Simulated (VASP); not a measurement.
# Be3Se2O (Cm) in VASP: phonons with PBE

Aim: the phonons of Be3Se2O with PBE.

Program: VASP 6.6.1. These are calculated values, not measurements. Logs are shortened: lines on timing, memory, paths and dates and some standing lists are left out, and cuts for length are marked.

### 1 Starting point

It takes space group Cm (No. 8, monoclinic). Conventional cell: a = 5.767 Å, b = 10.047 Å, c = 3.672 Å, α = 90.00°, β = 122.87°, γ = 90.00°. Around Be (site symmetry 1) lie 1 O at 1.59 Å. Be (site symmetry m) is surrounded by 1 O at 1.52 Å. Se (site symmetry 1) is surrounded by 4 Be at 2.19 to 2.33 Å. Around O (site symmetry m) lie 3 Be at 1.52 to 1.59 Å.

The cell was built by a generator and needn't be a form met in nature.

### 2 Phonons, PBE

The input, POSCAR:

```
Be3Se2O
1.0
    2.8836900000     -5.0232800000      0.0000000000
    2.8836900000      5.0232800000      0.0000000000
   -1.9927710000      0.0000000000      3.0839480000
Be Se O
3 2 1
Direct
    0.3647740000      0.0944330000      0.2599370000
    0.0944330000      0.3647740000      0.2599370000
    0.7812690000      0.7812690000      0.1106980000
    0.3413560000      0.6742820000      0.0069300000
    0.6742820000      0.3413560000      0.0069300000
    0.0604260000      0.0604260000      0.1577330000
```

The input, INCAR.step1:

```
SYSTEM = Be3Se2O
PREC = Accurate
ENCUT = 520
EDIFF = 1E-8
ISMEAR = 0
SIGMA = 0.03
LREAL = .False.
LASPH = .True.
NELM = 100
ALGO = Normal
ISIF = 3
LWAVE = .False.
LCHARG = .False.
GGA = PE
KPAR = 4
IBRION = 2
NSW = 40
EDIFFG = -0.002
```

The input, INCAR.step2:

```
SYSTEM = Be3Se2O
PREC = Accurate
ENCUT = 520
EDIFF = 1E-8
ISMEAR = 0
SIGMA = 0.03
LREAL = .False.
LASPH = .True.
NELM = 100
ALGO = Normal
ISIF = 2
LWAVE = .False.
LCHARG = .False.
GGA = PE
KPAR = 4
IBRION = 6
NFREE = 2
POTIM = 0.015
NSW = 1
```

The input, KPOINTS:

```
Automatic mesh
0
Gamma
  6 6 8
  0 0 0
```

Potentials or basis: VASP PAW PBE potentials, release 64 (Be, Se, O).

The run is started by

```
cat potpaw_PBE.64/Be/POTCAR potpaw_PBE.64/Se/POTCAR potpaw_PBE.64/O/POTCAR > POTCAR
cp INCAR.step1 INCAR
mpirun -np 4 vasp_std > vasp.out
cp CONTCAR POSCAR
cp INCAR.step2 INCAR
mpirun -np 4 vasp_std > vasp.out
```

OUTCAR:

```text
SYSTEM = Be3Se2O
   PREC = Accurate
   ENCUT = 520
   EDIFF = 1E-8
   ISMEAR = 0
   LREAL = .False.
   LASPH = .True.
   NELM = 100
   ISIF = 2
   GGA = PE
   IBRION = 6
   NFREE = 2
   POTIM = 0.015
   NSW = 1

 ion  position               nearest neighbor table
   1  0.365  0.094  0.260-   6 1.59   5 2.27   4 2.28   5 2.33
   2  0.094  0.365  0.260-   6 1.59   4 2.27   5 2.28   4 2.33
   3  0.781  0.781  0.111-   6 1.52   5 2.19   4 2.19
   4  0.341  0.674  0.007-   3 2.19   2 2.27   1 2.28   2 2.33
   5  0.674  0.341  0.007-   3 2.19   1 2.27   2 2.28   1 2.33
   6  0.061  0.061  0.158-   3 1.52   2 1.59   1 1.59

  LATTYP: Found a base centered monoclinic cell.
 ALAT       =     5.7672073835
 B/A-ratio  =     1.7419107346
 C/A-ratio  =     0.6367224432
 COS(beta)  =    -0.5421469130

  Lattice vectors:

 A1 = (   2.8836035575,  -5.0229802251,   0.0008797935)
 A2 = (   2.8836035575,   5.0229802251,   0.0008797935)
 A3 = (  -1.9917646394,   0.0000000000,   3.0850070072)

Analysis of symmetry for initial positions (statically):
=====================================================================
 Subroutine PRICEL returns:
 Original cell was already a primitive cell.

 Routine SETGRP: Setting up the symmetry group for a
 base centered monoclinic supercell.

 Subroutine GETGRP returns: Found  2 space group operations
 (whereof  2 operations were pure point group operations)
 out of a pool of  4 trial point group operations.

The static configuration has the point symmetry C_1h.

Analysis of symmetry for dynamics (positions and initial velocities):
=====================================================================
 Subroutine PRICEL returns:
 Original cell was already a primitive cell.

 Routine SETGRP: Setting up the symmetry group for a
 base centered monoclinic supercell.

 Subroutine GETGRP returns: Found  2 space group operations
 (whereof  2 operations were pure point group operations)
 out of a pool of  4 trial point group operations.

The dynamic configuration has the point symmetry C_1h.

 Subroutine INISYM returns: Found  2 space group operations
 (whereof  2 operations are pure point group operations),
 and found     1 'primitive' translations

----------------------------------------------------------------------------------------

                                     Primitive cell

  volume of cell :      89.3858

  direct lattice vectors                    reciprocal lattice vectors
     2.883603558 -5.022980225  0.000879793     0.173360005 -0.099542498  0.111925946
     2.883603558  5.022980225  0.000879793     0.173360005  0.099542498  0.111925946
    -1.991764639  0.000000000  3.085007007    -0.000098879  0.000000000  0.324084533

  length of vectors
     5.791847770  5.791847770  3.672110376     0.229106564  0.229106564  0.324084549

  position of ions in fractional coordinates (direct lattice)
     0.364790699  0.094435594  0.259966020
     0.094435594  0.364790699  0.259966020
     0.781217650  0.781217650  0.110590129
     0.341311704  0.674271195  0.006731231
     0.674271195  0.341311704  0.006731231
     0.060513158  0.060513158  0.158180369

  ion indices of the primitive-cell ions
   primitive index   ion index
                 1           1
                 2           2
                 3           3
                 4           4
                 5           5
                 6           6

----------------------------------------------------------------------------------------

 KPOINTS: Automatic mesh

Automatic generation of k-mesh.
 Grid dimensions read from file:
 generate k-points for:    6    6    8

 Generating k-lattice:

  Cartesian coordinates                     Fractional coordinates (reciprocal lattice)
     0.028893334 -0.016590416  0.018654324     0.166666667  0.000000000 -0.000000000
     0.028893334  0.016590416  0.018654324     0.000000000  0.166666667 -0.000000000
    -0.000012360  0.000000000  0.040510567     0.000000000  0.000000000  0.125000000

  Length of vectors
     0.038184427  0.038184427  0.040510569

[... 51 lines left out ...]
   ENCUT  =  520.0 eV  38.22 Ry    6.18 a.u.  10.77 10.77  6.83*2*pi/ulx,y,z
   NELM   =    100;   NELMIN=  2; NELMDL=  0     # of ELM steps
   EDIFF  = 0.1E-07   stopping-criterion for ELM
   LREAL  =      F    real-space projection
   EDIFFG = 0.1E-06   stopping-criterion for IOM
   NSW    =    109    number of steps for IOM
   IBRION =      6    ionic relax: 0-MD 1-quasi-New 2-CG
   NFREE  =      2    steps in history (QN), initial steepest desc. (CG)
   ISIF   =      2    stress and relaxation
   ISYM   =      2    0-nonsym 1-usesym 2-fastsym
   POTIM  = 0.0150    time-step for ionic-motion
   TEBEG  =    0.0;   TEEND  =   0.0 temperature during run
   PSTRESS=    0.0 pullay stress
   NELECT =      24.0000    total number of electrons
   NUPDOWN=      -1.0000    fix difference up-down
   EMIN   =  10.00;   EMAX   =-10.00  energy-range for DOS
   EFERMI =   0.00;   METHOD = LEGACY
   ISMEAR =     0;   SIGMA  =   0.03  broadening in eV -4-tet -1-fermi 0-gaus
   EFERMI_NEDOS =   21; number of points for ismear=-14 and -15
   IALGO  =     38    algorithm
   IMIX   =      4    mixing-type and parameters
     AMIX     =   0.40;   BMIX     =  1.00
     AMIX_MAG =   1.60;   BMIX_MAG =  1.00
  volume/ion in A,a.u.               =      14.90       100.53
  Fermi-wavevector in a.u.,A,eV,Ry     =   1.056142  1.995819 15.176429  1.115436
  Thomas-Fermi vector in A             =   2.191367
   LORBIT       =      0    0 simple, 1 ext, 2 COOP (PROOUT), +10 PAW based schemes
   GGA     = PE    functional components
   LHFCALC =     F    Hartree Fock is set to
   AEXX    =    0.0000 exact exchange contribution
   IVDW    =     0    specifies the selected vdW correction
   LEPSILON=     F    determine dielectric tensor
   LRPA    =     F    only Hartree local field effects (RPA)
 finite differences with symmetry
 non-spin polarized calculation
 Gauss-broadening in eV      SIGMA  =   0.03
  energy-cutoff  :      520.00
  volume of cell :       89.39
 maximum number of plane-waves:      2421
 NGX is ok and might be reduce to    48
   NGX = 21   NGY = 21   NGZ = 13

--------------------------------------- Ionic step        1  -------------------------------------------

 number of electron      23.9999999 magnetization

 Free energy of the ion-electron system (eV)
  ---------------------------------------------------
  ext. energy  EPLUGINS =         0.00000000
  ---------------------------------------------------
  free energy    TOTEN  =       -30.93837890 eV

  energy without entropy =      -30.93837890  energy(sigma->0) =      -30.93837890

------------------------ aborting loop because EDIFF is reached ----------------------------------------

  FORCE on cell =-STRESS in cart. coord.  units (eV):
  Direction    XX          YY          ZZ          XY          YZ          ZX
  --------------------------------------------------------------------------------------
  -------------------------------------------------------------------------------------
  Total        0.0015626     -0.0031776     -0.0024669      0.0000000      0.0000000     -0.0008765
  in kB        0.0280080     -0.0569570     -0.0442180      0.0000000      0.0000000     -0.0157115
  external PRESSURE =      -0.0243890 kB  Pullay stress =       0.0000000 kB
[... 101 lines left out ...]
  FREE ENERGIE OF THE ION-ELECTRON SYSTEM (eV)
  ---------------------------------------------------
  free  energy   TOTEN  =       -30.9373817441 eV

  energy  without entropy=      -30.9373817441  energy(sigma->0) =      -30.93738174

[... ionic steps 4 to 22 ...]

--------------------------------------- Ionic step       23  -------------------------------------------

 number of electron      24.0000000 magnetization

------------------------ aborting loop because EDIFF is reached ----------------------------------------
[... 75 lines left out ...]
--------------------------------------- Ionic step       25  -------------------------------------------

 number of electron      23.9999998 magnetization

 Free energy of the ion-electron system (eV)
  ---------------------------------------------------
  ext. energy  EPLUGINS =         0.00000000
  ---------------------------------------------------
  free energy    TOTEN  =       -30.93773604 eV

  energy without entropy =      -30.93773604  energy(sigma->0) =      -30.93773604

 E-fermi :   3.2415     XC(G=0):  -9.3435

 val. band max:        3.1197407478   @ k =   0.5000   0.5000   0.0000
 cond. band min:       5.9287515117   @ k =   0.5000   0.5000   0.0000
 fundamental gap:      2.8090107639
 Fermi energy:         3.2415047078

 k-point     1 :       0.0000    0.0000    0.0000
  band No.  band energies     occupation
      1     -15.9545      2.00000
      2     -10.2348      2.00000
      3      -8.4733      2.00000
      4      -2.8327      2.00000
      5      -2.7679      2.00000
      6      -1.4171      2.00000
[... 433 lines left out ...]
      3      -8.6080      2.00000
      4      -2.8460      2.00000
      5      -2.7070      2.00000
      6      -1.1549      2.00000
[... 8 lines left out ...]
     15       8.5704      0.00000
     16       9.0505      0.00000

 [... further k-points ...]

------------------------ aborting loop because EDIFF is reached ----------------------------------------

  FORCE on cell =-STRESS in cart. coord.  units (eV):
  Direction    XX          YY          ZZ          XY          YZ          ZX
  --------------------------------------------------------------------------------------
  -------------------------------------------------------------------------------------
  Total        0.0309183     -0.0471316     -0.1028928      0.0000000      0.0000000     -0.0317537
  in kB        0.5541881     -0.8448002     -1.8442801      0.0000000      0.0000000     -0.5691620
  external PRESSURE =      -0.7116308 kB  Pullay stress =       0.0000000 kB
[... 21 lines left out ...]
  FREE ENERGIE OF THE ION-ELECTRON SYSTEM (eV)
  ---------------------------------------------------
  free  energy   TOTEN  =       -30.9377360374 eV

  energy  without entropy=      -30.9377360374  energy(sigma->0) =      -30.93773604

 INTERNAL STRAIN TENSORS FROM DISPLACED ATOMS
 ============================================

 INTERNAL STRAIN TENSOR FOR ION    1 for displacements in x,y,z  (eV/Angst):
          X           Y           Z          XY          YZ          ZX
  --------------------------------------------------------------------------------
  x    -0.58851    -4.81795     0.16024     2.78104     1.05483    -2.03022
  y     1.91878     8.19358    -0.61019    -5.16653    -2.88007     0.98374
  z    -1.83179    -1.70202     0.89947     0.98839     0.09841     0.54695

 INTERNAL STRAIN TENSOR FOR ION    6 for displacements in x,y,z  (eV/Angst):
          X           Y           Z          XY          YZ          ZX
  --------------------------------------------------------------------------------
  x   -16.42767     8.18878     2.47000     0.00000     0.00000    -2.02751
  y     0.00000     0.00000     0.00000     8.44351     4.05628     0.00000
  z    -2.04648     2.92638     6.63885     0.00000     0.00000     2.01814

 Eigenvectors and eigenvalues of the dynamical matrix
 ----------------------------------------------------

   1 f  =   27.926374 THz   175.466584 2PiTHz  931.523574 cm-1   115.494152 meV
             X         Y         Z           dx          dy          dz
      0.806435 -1.357988  0.802401     0.011901    0.009933   -0.010386
      0.806435  1.357988  0.802401     0.011901   -0.009933   -0.010386
      4.285174  0.000000  0.342546     0.811208   -0.000000    0.119606
      2.915131  1.672449  0.021659    -0.013919    0.024505    0.001455
      2.915131 -1.672449  0.021659    -0.013919   -0.024505    0.001455
      0.033934  0.000000  0.488094    -0.564662    0.000000   -0.080645
[... 145 lines left out ...]
  18 f/i=    0.003245 THz     0.020389 2PiTHz    0.108240 cm-1     0.013420 meV
             X         Y         Z           dx          dy          dz
      0.806435 -1.357988  0.802401    -0.200196    0.000047    0.069059
      0.806435  1.357988  0.802401    -0.200196   -0.000047    0.069059
      4.285174  0.000000  0.342546    -0.200232   -0.000000    0.069053
      2.915131  1.672449  0.021659    -0.592503   -0.000002    0.204413
      2.915131 -1.672449  0.021659    -0.592503    0.000002    0.204413
      0.033934  0.000000  0.488094    -0.266918   -0.000000    0.092244

 ELASTIC MODULI CONTR FROM IONIC RELAXATION (kBar)
 Direction    XX          YY          ZZ          XY          YZ          ZX
 --------------------------------------------------------------------------------
 XX        -362.3291     14.2775     89.8698      0.0000     -0.0000    -12.7366
 YY          14.2775   -289.1530     38.9519     -0.0000     -0.0000    -33.3864
 ZZ          89.8698     38.9519   -242.9308     -0.0000     -0.0000    -75.8404
 XY           0.0000     -0.0000     -0.0000   -136.7378    -55.9717     -0.0000
 YZ          -0.0000     -0.0000     -0.0000    -55.9717    -55.1952     -0.0000
 ZX         -12.7366    -33.3864    -75.8404     -0.0000     -0.0000    -69.2650
 --------------------------------------------------------------------------------
```

Wall time 16 min (4 MPI ranks of Intel Xeon Platinum 8488C (Sapphire Rapids), shared host); peak memory 0.54 GiB.

Results:

```
Highest phonon frequency at Γ, LO-TO splitting left out : 932 cm⁻¹
```

Phonon frequencies in cm⁻¹ (negative: imaginary):
| q point | frequencies |
| --- | --- |
| (0.000, 0.000, 0.000) | 0 0 0 127 197 207 241 303 344 357 385 433 480 482 545 760 765 932 |
